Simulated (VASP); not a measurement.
Input:

```yaml
crystal:
  lattice:
    - [4.00639, 0.00000, 0.00000]
    - [0.00000, 4.00639, 0.00000]
    - [0.00000, 0.00000, 4.00639]
  atoms:
    - { symbol: Ba, position: [0.00000, 0.00000, 0.00000] }
    - { symbol: Ti, position: [0.50000, 0.50000, 0.50000] }
    - { symbol: O, position: [0.50000, 0.00000, 0.50000] }
    - { symbol: O, position: [0.00000, 0.50000, 0.50000] }
    - { symbol: O, position: [0.50000, 0.50000, 0.00000] }
```

Computed with PBE GGA with D3 dispersion (Becke-Johnson damping), VASP's PBE PAW potentials (set 64) (plane waves; VASP). Settings: 520 eV cut-off, Gaussian smearing of 0.050 eV, potentials Ba_sv Ti_sv O.

Unless said otherwise, spin-orbit coupling is left out, though it shifts the bands of the heavy elements here.

Estimate the band gap (along the path) with the smallest direct gap where there is one.

The band gap (along the path) is 1.74 eV and the smallest direct gap (along the path) is 1.89 eV.

The compound is BaTiO3 in the cubic perovskite structure, the ideal cubic form; the compound distorts at low or room temperature. It was relaxed first.
